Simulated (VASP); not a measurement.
Output of a VASP run:

OSZICAR:
```
       N       E                     dE             d eps       ncg     rms          rms(c)
DAV:   1     0.370295549726E+03    0.37030E+03   -0.17945E+04  1664   0.249E+03
DAV:   2     0.201247507253E+02   -0.35017E+03   -0.34175E+03  1624   0.489E+02
DAV:   3    -0.200955381004E+02   -0.40220E+02   -0.38545E+02  1724   0.198E+02
DAV:   4    -0.214170460038E+02   -0.13215E+01   -0.13148E+01  2168   0.437E+01
DAV:   5    -0.214707659616E+02   -0.53720E-01   -0.53708E-01  2456   0.736E+00    0.142E+01
DAV:   6    -0.202188459166E+02    0.12519E+01   -0.40964E+01  2000   0.127E+02    0.848E+00
DAV:   7    -0.184061746729E+02    0.18127E+01   -0.84347E+00  1792   0.657E+01    0.194E+00
DAV:   8    -0.184209933736E+02   -0.14819E-01   -0.77494E-01  2200   0.219E+01    0.146E+00
DAV:   9    -0.184071616743E+02    0.13832E-01   -0.12821E-01  2312   0.110E+01    0.101E+00
DAV:  10    -0.183861878168E+02    0.20974E-01   -0.56152E-02  2040   0.507E+00    0.244E-01
DAV:  11    -0.183857923498E+02    0.39547E-03   -0.56702E-03  2540   0.987E-01    0.113E-01
DAV:  12    -0.183855625234E+02    0.22983E-03   -0.82233E-04  2048   0.778E-01    0.387E-02
DAV:  13    -0.183855518944E+02    0.10629E-04   -0.17503E-04  2420   0.411E-01    0.754E-03
DAV:  14    -0.183855537634E+02   -0.18690E-05   -0.29790E-05  2576   0.104E-01    0.558E-03
DAV:  15    -0.183855534629E+02    0.30045E-06   -0.18712E-06  1332   0.421E-02
   1 F= -.18385553E+02 E0= -.18385078E+02  d E =-.183856E+02
       N       E                     dE             d eps       ncg     rms          rms(c)
DAV:   1    -0.184070340409E+02   -0.21480E-01   -0.37285E-01  1676   0.122E+01    0.113E+00
DAV:   2    -0.183925021056E+02    0.14532E-01   -0.16020E-01  1780   0.877E+00    0.432E-01
DAV:   3    -0.183863626948E+02    0.61394E-02   -0.30364E-02  1832   0.391E+00    0.205E-01
DAV:   4    -0.183855817827E+02    0.78091E-03   -0.17618E-03  2520   0.111E+00    0.705E-02
DAV:   5    -0.183855134463E+02    0.68336E-04   -0.24810E-04  2300   0.655E-01    0.379E-02
DAV:   6    -0.183854824417E+02    0.31005E-04   -0.10834E-04  2604   0.176E-01    0.118E-02
DAV:   7    -0.183854795548E+02    0.28869E-05   -0.18382E-05  2288   0.140E-01    0.606E-03
DAV:   8    -0.183854797726E+02   -0.21782E-06   -0.17687E-06  1144   0.425E-02
   2 F= -.18385480E+02 E0= -.18384975E+02  d E =0.736903E-04
       N       E                     dE             d eps       ncg     rms          rms(c)
DAV:   1    -0.183924454086E+02   -0.69659E-02   -0.11553E-01  1664   0.675E+00    0.635E-01
DAV:   2    -0.183879671918E+02    0.44782E-02   -0.51533E-02  1776   0.496E+00    0.249E-01
DAV:   3    -0.183859434495E+02    0.20237E-02   -0.98749E-03  1808   0.223E+00    0.112E-01
DAV:   4    -0.183857073205E+02    0.23613E-03   -0.55684E-04  2508   0.609E-01    0.406E-02
DAV:   5    -0.183856852682E+02    0.22052E-04   -0.78039E-05  2264   0.367E-01    0.221E-02
DAV:   6    -0.183856754647E+02    0.98036E-05   -0.39534E-05  2600   0.111E-01    0.729E-03
DAV:   7    -0.183856742806E+02    0.11841E-05   -0.53220E-06  1544   0.729E-02    0.302E-03
DAV:   8    -0.183856743540E+02   -0.73471E-07   -0.10251E-06   880   0.228E-02
   3 F= -.18385674E+02 E0= -.18385185E+02  d E =-.120891E-03
```

File OUTCAR:
```
------------------------ aborting loop because EDIFF is reached ----------------------------------------
  FORCE on cell =-STRESS in cart. coord.  units (eV):
  Direction    XX          YY          ZZ          XY          YZ          ZX
  --------------------------------------------------------------------------------------
  Total        0.0079792      0.0079792      0.0079792     -0.0000000     -0.0000000      0.0000000
  in kB        0.2386285      0.2386285      0.2386285     -0.0000000     -0.0000000      0.0000000
  external PRESSURE =       0.2386285 kB  Pullay stress =       0.0000000 kB
  volume of cell :       53.57
      direct lattice vectors                 reciprocal lattice vectors
    -0.000000000  2.992075509  2.992075509    -0.167108082  0.167108082  0.167108082
     2.992075509 -0.000000000  2.992075509     0.167108082 -0.167108082  0.167108082
     2.992075509  2.992075509 -0.000000000     0.167108082  0.167108082 -0.167108082
 POSITION                                       TOTAL-FORCE (eV/Angst)
 -----------------------------------------------------------------------------------
      2.99208      2.99208      2.99208         0.000000      0.000000      0.000000
      4.48811      4.48811      4.48811         0.000000      0.000000      0.000000
      1.49604      1.49604      1.49604        -0.000000     -0.000000     -0.000000
      0.00000      0.00000      0.00000         0.000000      0.000000      0.000000
 -----------------------------------------------------------------------------------
    total drift:                                0.000000      0.000000      0.000000
  FREE ENERGIE OF THE ION-ELECTRON SYSTEM (eV)
  ---------------------------------------------------
  free  energy   TOTEN  =       -18.3856743540 eV

  energy  without entropy=      -18.3842073293  energy(sigma->0) =      -18.38518535

 reached required accuracy - stopping structural energy minimisation
```
(Selected blocks of OUTCAR.)

**POSCAR**
```
Cu3Sn
1
   -0.0000000000     2.9898259713     2.9898259713
    2.9898259713    -0.0000000000     2.9898259713
    2.9898259713     2.9898259713    -0.0000000000
Cu Sn
3 1
Direct
  0.5000000000   0.5000000000   0.5000000000
  0.7500000000   0.7500000000   0.7500000000
  0.2500000000   0.2500000000   0.2500000000
  0.0000000000   0.0000000000   0.0000000000
```

Task: Reconstruct the remaining input files.

Result: This is not unique; one that fits is the input of the run itself, LDA (Ceperley-Alder, Perdew-Zunger), plane waves, VASP's LDA PAW potentials (set 64).

INCAR:
```
! general
SYSTEM  = Cu3Sn
PREC    = Accurate
ENCUT   = 400
LREAL   = .FALSE.
LASPH   = .TRUE.

! electronic loop
EDIFF   = 1E-6
NELM    = 100
ALGO    = Normal
LMAXMIX = 4

! smearing
ISMEAR  = 1
SIGMA   = 0.1

! ions
IBRION  = 2
NSW     = 60
ISIF    = 3
EDIFFG  = -0.02

! output
LWAVE   = .FALSE.
LCHARG  = .FALSE.
```

KPOINTS:
```
kpoints
0
G
  8 8 8
```

POTCAR, in this order: Cu Sn_d (LDA.64 set). Program: vasp_std.

The structure comes from a computed database's Cu3Sn entry (Fm-3m); how it stands against other phases isn't given here. This run relaxes it. Symmetry was kept, so distortions that lower it aren't found. The start is the result of an earlier pass. The electron count is odd and the run is not spin-polarised, which forces a metal.
